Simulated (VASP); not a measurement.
# MoS2 in VASP: settings compared, part 2 of 3

VASP 6.6.1. The steps go on from the part before.

**3. Band structure, PBE+D3(BJ), spin-orbit coupling, no magnetisation**

Input file INCAR:

```
SYSTEM = MoS2
PREC     = Accurate       ! precision mode
ENCUT    = 520            ! plane-wave cutoff, eV
EDIFF    = 1E-6           ! SCF threshold, eV
ISMEAR   = 0              ! smearing method
SIGMA    = 0.03           ! smearing width, eV
LREAL    = .False.        ! projectors in reciprocal space
LASPH    = .True.         ! aspherical terms in the spheres
NELM     = 80             ! most SCF steps
ALGO     = Normal         ! electronic algorithm
ISIF     = 2              ! what is computed and relaxed
LWAVE    = .False.        ! write WAVECAR
LCHARG   = .False.        ! write CHGCAR
MAGMOM   = 0 0 0 0 0 0 0 0 0 0 0 0 0 0 0 0 0 0 0 0 0 0 0 0 0 0 0 0 0 0 0 0 0 0 0 0 ! initial moments
LORBIT   = 11             ! projections on sites
LSORBIT  = .True.         ! spin-orbit coupling
GGA_COMPAT= .False.      
LMAXMIX  = 4              ! l up to which the mixer works
LDIPOL   = .True.       
IDIPOL   = 3            
DIPOL    = 0.5 0.5 0.500
GGA      = PE             ! functional
IVDW     = 12             ! dispersion correction
NBANDS   = 128            ! bands
LVHAR    = .True.       
LVACPOTAV= .True.       
KPAR     = 4
```

Input file KPOINTS:

```
Automatic mesh
0
Gamma
  12 12 1
  0 0 0
```

Input file POSCAR:

```
MoS2                                    
1.0
    3.1494965976     -0.0000000000      0.0000000000
   -1.5747482988      2.7275440582      0.0000000000
    0.0000000000      0.0000000000     39.6162960000
  S               Mo            
     8     4
Direct
     0.3333333300000021    0.6666666699999979    0.2307816867344514
     0.3333333300000021    0.6666666699999979    0.3098900817239717
     0.6666666699999979    0.3333333300000021    0.3839450672243122
     0.6666666699999979    0.3333333300000021    0.4629823295224181
     0.3333333300000021    0.6666666699999979    0.5370176704775821
     0.3333333300000021    0.6666666699999979    0.6160549327756878
     0.6666666699999979    0.3333333300000021    0.6901099182760282
     0.6666666699999979    0.3333333300000021    0.7692183132655486
     0.6666666699999979    0.3333333300000021    0.2703544270686846
     0.3333333300000021    0.6666666699999979    0.4234636292225346
     0.6666666699999979    0.3333333300000021    0.5765363707774654
     0.3333333300000021    0.6666666699999979    0.7296455729313154
```

Input file KPOINTS_OPT:

```
explicit points
67
Reciprocal
 0.0000000000  0.0000000000  0.0000000000 1
 0.0357142900  0.0000000000  0.0000000000 1
 0.0714285700  0.0000000000  0.0000000000 1
 0.1071428600  0.0000000000  0.0000000000 1
 0.1428571400  0.0000000000  0.0000000000 1
 0.1785714300  0.0000000000  0.0000000000 1
 0.2142857100  0.0000000000  0.0000000000 1
 0.2500000000  0.0000000000  0.0000000000 1
 0.2857142900  0.0000000000  0.0000000000 1
 0.3214285700  0.0000000000  0.0000000000 1
 0.3571428600  0.0000000000  0.0000000000 1
 0.3928571400  0.0000000000  0.0000000000 1
 0.4285714300  0.0000000000  0.0000000000 1
 0.4642857100  0.0000000000  0.0000000000 1
 0.5000000000  0.0000000000  0.0000000000 1
 0.4791666700  0.0416666700  0.0000000000 1
 0.4583333300  0.0833333300  0.0000000000 1
 0.4375000000  0.1250000000  0.0000000000 1
 0.4166666700  0.1666666700  0.0000000000 1
 0.3958333300  0.2083333300  0.0000000000 1
 0.3750000000  0.2500000000  0.0000000000 1
 0.3541666700  0.2916666700  0.0000000000 1
 0.3333333300  0.3333333300  0.0000000000 1
 0.3137254900  0.3137254900  0.0000000000 1
 0.2941176500  0.2941176500  0.0000000000 1
 0.2745098000  0.2745098000  0.0000000000 1
 0.2549019600  0.2549019600  0.0000000000 1
 0.2352941200  0.2352941200  0.0000000000 1
 0.2156862700  0.2156862700  0.0000000000 1
 0.1960784300  0.1960784300  0.0000000000 1
 0.1764705900  0.1764705900  0.0000000000 1
 0.1568627500  0.1568627500  0.0000000000 1
 0.1372549000  0.1372549000  0.0000000000 1
 0.1176470600  0.1176470600  0.0000000000 1
 0.0980392200  0.0980392200  0.0000000000 1
 0.0784313700  0.0784313700  0.0000000000 1
 0.0588235300  0.0588235300  0.0000000000 1
 0.0392156900  0.0392156900  0.0000000000 1
 0.0196078400  0.0196078400  0.0000000000 1
 0.0000000000  0.0000000000  0.0000000000 1
 0.0000000000  0.0000000000  0.0000000000 1
 0.0060523400 -0.0030261700  0.0000000000 1
-0.0060523400  0.0030261700  0.0000000000 1
 0.0176526700 -0.0088263400  0.0000000000 1
-0.0176526700  0.0088263400  0.0000000000 1
 0.0000000000  0.0052414800  0.0000000000 1
-0.0000000000 -0.0052414800  0.0000000000 1
 0.0000000000  0.0152876600  0.0000000000 1
-0.0000000000 -0.0152876600  0.0000000000 1
 0.5000000000  0.0000000000  0.0000000000 1
 0.5060523400 -0.0030261700  0.0000000000 1
 0.4939476600  0.0030261700  0.0000000000 1
 0.5176526700 -0.0088263400  0.0000000000 1
 0.4823473300  0.0088263400  0.0000000000 1
 0.5000000000  0.0052414800  0.0000000000 1
 0.5000000000 -0.0052414800  0.0000000000 1
 0.5000000000  0.0152876600  0.0000000000 1
 0.5000000000 -0.0152876600  0.0000000000 1
 0.3333333300  0.3333333300  0.0000000000 1
 0.3393856700  0.3303071600  0.0000000000 1
 0.3272809900  0.3363595000  0.0000000000 1
 0.3509860000  0.3245069900  0.0000000000 1
 0.3156806600  0.3421596700  0.0000000000 1
 0.3333333300  0.3385748100  0.0000000000 1
 0.3333333300  0.3280918500  0.0000000000 1
 0.3333333300  0.3486209900  0.0000000000 1
 0.3333333300  0.3180456700  0.0000000000 1
```

Potentials or basis: VASP PAW PBE potentials, release 64 (S, Mo_sv).

Launch:

```
> cat potpaw_PBE.64/S/POTCAR potpaw_PBE.64/Mo_sv/POTCAR > POTCAR
> mpirun -np 4 vasp_ncl > vasp.out
```

OUTCAR:

```text
SYSTEM = MoS2
   PREC = Accurate
   ENCUT = 520
   EDIFF = 1E-6
   ISMEAR = 0
   LREAL = .False.
   LASPH = .True.
   NELM = 80
   ISIF = 2
   LORBIT = 11
   LSORBIT = .True.
   GGA = PE
   IVDW = 12
 IVDW          = 12

 ion  position               nearest neighbor table
   1  0.333  0.667  0.231-   9 2.40   9 2.40   9 2.40
   2  0.333  0.667  0.310-   9 2.40   9 2.40   9 2.40
   3  0.667  0.333  0.384-  10 2.40  10 2.40  10 2.40
   4  0.667  0.333  0.463-  10 2.40  10 2.40  10 2.40
   5  0.333  0.667  0.537-  11 2.40  11 2.40  11 2.40
   6  0.333  0.667  0.616-  11 2.40  11 2.40  11 2.40
   7  0.667  0.333  0.690-  12 2.40  12 2.40  12 2.40
   8  0.667  0.333  0.769-  12 2.40  12 2.40  12 2.40
   9  0.667  0.333  0.270-   2 2.40   2 2.40   2 2.40   1 2.40   1 2.40   1 2.40
  10  0.333  0.667  0.423-   3 2.40   3 2.40   3 2.40   4 2.40   4 2.40   4 2.40
  11  0.667  0.333  0.577-   6 2.40   6 2.40   6 2.40   5 2.40   5 2.40   5 2.40
  12  0.333  0.667  0.730-   7 2.40   7 2.40   7 2.40   8 2.40   8 2.40   8 2.40

  LATTYP: Found a hexagonal cell.
 ALAT       =     3.1494965976
 C/A-ratio  =    12.5786120964

  Lattice vectors:

 A1 = (   3.1494965976,   0.0000000000,   0.0000000000)
 A2 = (  -1.5747482988,   2.7275440582,   0.0000000000)
 A3 = (   0.0000000000,   0.0000000000,  39.6162960000)

Analysis of symmetry for initial positions (statically):
=====================================================================
 Subroutine PRICEL returns:
 Original cell was already a primitive cell.

 Routine SETGRP: Setting up the symmetry group for a
 hexagonal supercell.

 Subroutine GETGRP returns: Found 12 space group operations
 (whereof 12 operations were pure point group operations)
 out of a pool of 24 trial point group operations.

The static configuration has the point symmetry D_3d.

Analysis of symmetry for dynamics (positions and initial velocities):
=====================================================================
 Subroutine PRICEL returns:
 Original cell was already a primitive cell.

 Routine SETGRP: Setting up the symmetry group for a
 hexagonal supercell.

 Subroutine GETGRP returns: Found 12 space group operations
 (whereof 12 operations were pure point group operations)
 out of a pool of 24 trial point group operations.

The dynamic configuration has the point symmetry D_3d.

Analysis of structural, dynamic, and magnetic symmetry:
=====================================================================
 Subroutine PRICEL returns:
 Original cell was already a primitive cell.

 Routine SETGRP: Setting up the symmetry group for a
 hexagonal supercell.

 Subroutine GETGRP returns: Found 12 space group operations
 (whereof 12 operations were pure point group operations)
 out of a pool of 24 trial point group operations.

The overall configuration has the point symmetry D_3d.

 Subroutine INISYM returns: Found 12 space group operations
 (whereof 12 operations are pure point group operations),
 and found     1 'primitive' translations

----------------------------------------------------------------------------------------

[... 2453 lines left out ...]
     0.000000000  0.000000000 39.616296000     0.000000000  0.000000000  0.025242138

 POSITION                                       TOTAL-FORCE (eV/Angst)
 -----------------------------------------------------------------------------------
     -0.00000      1.81836      9.14272        -0.000000     -0.000000     -0.000822
     -0.00000      1.81836     12.27670        -0.000000      0.000000      0.003922
      1.57475      0.90918     15.21048        -0.000000      0.000000     -0.001351
      1.57475      0.90918     18.34165        -0.000000     -0.000000      0.002621
     -0.00000      1.81836     21.27465        -0.000000      0.000000     -0.002621
     -0.00000      1.81836     24.40581        -0.000000     -0.000000      0.001351
      1.57475      0.90918     27.33960        -0.000000      0.000000     -0.003922
      1.57475      0.90918     30.47358        -0.000000      0.000000      0.000822
      1.57475      0.90918     10.71044        -0.000000      0.000000      0.002325
     -0.00000      1.81836     16.77606         0.000000      0.000000      0.001080
      1.57475      0.90918     22.84024        -0.000000      0.000000     -0.001080
     -0.00000      1.81836     28.90585         0.000000     -0.000000     -0.002325
 -----------------------------------------------------------------------------------
    total drift:                                0.000000     -0.000000      0.000000

  FREE ENERGIE OF THE ION-ELECTRON SYSTEM (eV)
  ---------------------------------------------------
  free  energy   TOTEN  =       -92.4339424889 eV

  energy  without entropy=      -92.4339424889  energy(sigma->0) =      -92.43394249

 vacuum level on the upper side and lower side of the slab         8.009         8.009

 Spin-Orbit-Coupling matrix elements

 Ion:    1  E_soc:     -0.0022440
 l=   1
     0.0000000    -0.0003604    -0.0004013
    -0.0003604     0.0000000    -0.0003604
    -0.0004013    -0.0003604     0.0000000
 l=   2
     0.0000000     0.0000000     0.0000000     0.0000000     0.0000000
     0.0000000     0.0000000     0.0000000     0.0000000     0.0000000
     0.0000000     0.0000000     0.0000000     0.0000000     0.0000000
     0.0000000     0.0000000     0.0000000     0.0000000     0.0000000
     0.0000000     0.0000000     0.0000000     0.0000000     0.0000000
 l=   3
     0.0000000     0.0000000     0.0000000     0.0000000     0.0000000     0.0000000     0.0000000
     0.0000000     0.0000000     0.0000000     0.0000000     0.0000000     0.0000000     0.0000000
     0.0000000     0.0000000     0.0000000     0.0000000     0.0000000     0.0000000     0.0000000
     0.0000000     0.0000000     0.0000000     0.0000000     0.0000000     0.0000000     0.0000000
[... 209 lines left out ...]
 l=   2
     0.0000000    -0.0004799     0.0000000    -0.0004799    -0.0021550
    -0.0004799     0.0000000    -0.0015539    -0.0004037    -0.0004799
     0.0000000    -0.0015539     0.0000000    -0.0015539     0.0000000
    -0.0004799    -0.0004037    -0.0015539     0.0000000    -0.0004799
    -0.0021550    -0.0004799     0.0000000    -0.0004799     0.0000000
 l=   3
     0.0000000     0.0000000     0.0000000     0.0000000     0.0000000     0.0000000     0.0000000
     0.0000000     0.0000000     0.0000000     0.0000000     0.0000000     0.0000000     0.0000000
     0.0000000     0.0000000     0.0000000     0.0000000     0.0000000     0.0000000     0.0000000
     0.0000000     0.0000000     0.0000000     0.0000000     0.0000000     0.0000000     0.0000000
     0.0000000     0.0000000     0.0000000     0.0000000     0.0000000     0.0000000     0.0000000
     0.0000000     0.0000000     0.0000000     0.0000000     0.0000000     0.0000000     0.0000000
     0.0000000     0.0000000     0.0000000     0.0000000     0.0000000     0.0000000     0.0000000

 total charge

# of ion       s       p       d       tot
------------------------------------------
    1        1.364   2.344   0.000   3.707
    2        1.365   2.343   0.000   3.709
    3        1.366   2.343   0.000   3.709
    4        1.366   2.343   0.000   3.709
    5        1.366   2.343   0.000   3.709
    6        1.366   2.343   0.000   3.709
    7        1.365   2.343   0.000   3.709
    8        1.364   2.344   0.000   3.707
    9        2.293   6.227   3.962  12.482
   10        2.294   6.227   3.966  12.486
   11        2.294   6.227   3.966  12.486
   12        2.293   6.227   3.962  12.482
--------------------------------------------------
tot         20.095  43.654  15.856  79.605

 magnetization (x)

# of ion       s       p       d       tot
------------------------------------------
    1       -0.000   0.000   0.000   0.000
    2        0.000   0.000   0.000   0.000
    3        0.000   0.000   0.000   0.000
    4        0.000   0.000   0.000   0.000
    5       -0.000  -0.000   0.000  -0.000
    6        0.000   0.000   0.000   0.000
    7        0.000   0.000   0.000   0.000
    8       -0.000   0.000   0.000  -0.000
    9        0.000   0.000   0.000   0.000
   10       -0.000   0.000   0.000  -0.000
   11       -0.000  -0.000   0.000  -0.000
   12        0.000   0.000   0.000   0.000
--------------------------------------------------
tot         -0.000   0.000   0.000   0.000

 magnetization (y)

# of ion       s       p       d       tot
------------------------------------------
    1        0.000  -0.000   0.000  -0.000
    2        0.000   0.000   0.000   0.000
    3        0.000  -0.000   0.000  -0.000
    4       -0.000   0.000   0.000   0.000
    5       -0.000   0.000   0.000   0.000
    6        0.000  -0.000   0.000  -0.000
    7        0.000   0.000   0.000   0.000
    8        0.000  -0.000   0.000  -0.000
    9        0.000  -0.000  -0.000  -0.000
   10       -0.000  -0.000  -0.000  -0.000
   11        0.000  -0.000  -0.000  -0.000
   12        0.000   0.000  -0.000  -0.000
--------------------------------------------------
tot         -0.000  -0.000  -0.000  -0.000

 magnetization (z)

# of ion       s       p       d       tot
------------------------------------------
    1        0.000   0.000   0.000   0.000
    2        0.000   0.000   0.000   0.000
    3        0.000   0.000   0.000   0.000
    4        0.000   0.000   0.000   0.000
    5        0.000   0.000   0.000   0.000
    6        0.000   0.000   0.000   0.000
    7        0.000   0.000   0.000   0.000
    8        0.000   0.000   0.000   0.000
    9        0.000   0.000   0.000   0.000
   10        0.000   0.000   0.000   0.000
   11        0.000   0.000   0.000   0.000
   12        0.000   0.000   0.000   0.000
--------------------------------------------------
tot          0.000   0.000   0.000   0.000
```

Wall time 34 min (4 MPI ranks of Intel Xeon Platinum 8375C at 2.90GHz (Ice Lake), shared host); peak memory 2.3 GiB.

Results:

| Item | Value |
| --- | --- |
| Free energy | -92.4339 eV |
| Largest force | 0.004 eV/Å |
| Valence electrons inside the program's atomic spheres | S 3.71; Mo 12.48, 12.49 |
| Dispersion energy per atom | -0.406 eV |
| Work function of the upper face | 5.10 eV |
| Work function of the lower face | 5.10 eV |

Forces in eV/Å, atoms in the order of the input:
```
S    0.000  0.000 -0.001
S    0.000  0.000  0.004
S    0.000  0.000 -0.001
S    0.000  0.000  0.003
S    0.000  0.000 -0.003
S    0.000  0.000  0.001
S    0.000  0.000 -0.004
S    0.000  0.000  0.001
Mo   0.000  0.000  0.002
Mo   0.000  0.000  0.001
Mo   0.000  0.000 -0.001
Mo   0.000  0.000 -0.002
```

(Continued in part 3 of 3.)
